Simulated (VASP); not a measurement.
Given:

```yaml
crystal:
  lattice:
    - [2.55394, 0.00000, 0.00000]
    - [-1.27697, 2.21178, 0.00000]
    - [0.00000, 0.00000, 4.22685]
  atoms:
    - { symbol: B, position: [0.66667, 0.33333, 0.99972] }
    - { symbol: B, position: [0.33333, 0.66667, 0.49972] }
    - { symbol: N, position: [0.66667, 0.33333, 0.62528] }
    - { symbol: N, position: [0.33333, 0.66667, 0.12528] }
```

Calculation: PBE GGA, VASP's PBE PAW potentials (set 64) (plane waves; VASP). Run with 500 eV cut-off, Gaussian smearing of 0.050 eV, potentials B N.

**Question.** Give the energies of bands 3 to 11 at the high-symmetry points, in eV from the valence-band maximum.

**Answer.** 
| band | Γ | M | K | A | L | H |
|---|---|---|---|---|---|---|
| 3 | -10.83 | -9.42 | -9.14 | -5.68 | -9.94 | -8.77 |
| 4 | -2.10 | -7.75 | -7.16 | -5.68 | -9.94 | -8.77 |
| 5 | -2.10 | -6.86 | -7.16 | -1.16 | -3.73 | -7.65 |
| 6 | -0.28 | -4.93 | -5.38 | -1.16 | -3.73 | -7.65 |
| 7 | 0.00 | -4.37 | -5.37 | -1.16 | -3.55 | -3.01 |
| 8 | 0.00 | -2.09 | -5.37 | -1.16 | -3.55 | -3.01 |
| 9 | 8.33 | 6.68 | 5.20 | 9.41 | 6.55 | 9.24 |
| 10 | 8.33 | 7.93 | 13.35 | 9.41 | 6.55 | 9.24 |
| 11 | 8.53 | 10.55 | 13.35 | 9.88 | 9.97 | 10.14 |

The gap is indirect, 5.20 eV, from the valence maximum at Γ to the conduction minimum at K.

The structure comes from a computed database's BN entry (P6_3mc); how it stands against other phases isn't given here. The cell was not relaxed at this level.
